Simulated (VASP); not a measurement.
Given:

```xyz
3
Lattice="3.5998 0.0000 0.0000 -1.7999 3.1175 0.0000 0.0000 0.0000 5.0548" Properties=species:S:1:pos:R:3 pbc="T T T"
Pt     0.0000     0.0000     0.0000
S      0.0000     2.0783     1.1626
S      1.7999     1.0392     3.8922
```

Calculation: optB88-vdW, VASP's PBE PAW potentials (set 64) (plane waves; VASP 6.6.1). Run with PREC = Normal, EDIFF = 1E-5, 400 eV cut-off, 9×9×6 Γ-centred mesh, Gaussian smearing of 0.050 eV, potentials Pt S.

Q: The ions are relaxed. Predict the relaxed structure.

A: 
```xyz
3
Lattice="3.5998 0.0000 0.0000 -1.7999 3.1175 0.0000 0.0000 0.0000 5.0548" Properties=species:S:1:pos:R:3 pbc="T T T"
Pt     0.0000     0.0000     0.0000
S      0.0000     2.0783     1.2323
S      1.7999     1.0392     3.8225
```
Space group P-3m1 (164), at a tolerance of 0.03 Å.

Q: How much energy does the relaxation gain?

A: The energy (σ→0) changes by -21.8 meV/atom, in 3 ionic steps.

```tsv
step	E(σ→0) (eV)	max force (eV/Å)	pressure (GPa)	volume (Å³)
1	-9.6932	0.926	4.90	56.73
2	-9.7495	0.333	1.68	56.73
3	-9.7585	0.021	0.05	56.73
```

The compound is PtS2 in the 1T layered structure. This run relaxes the ions in a fixed cell. Symmetry was kept, so distortions that lower it aren't found.
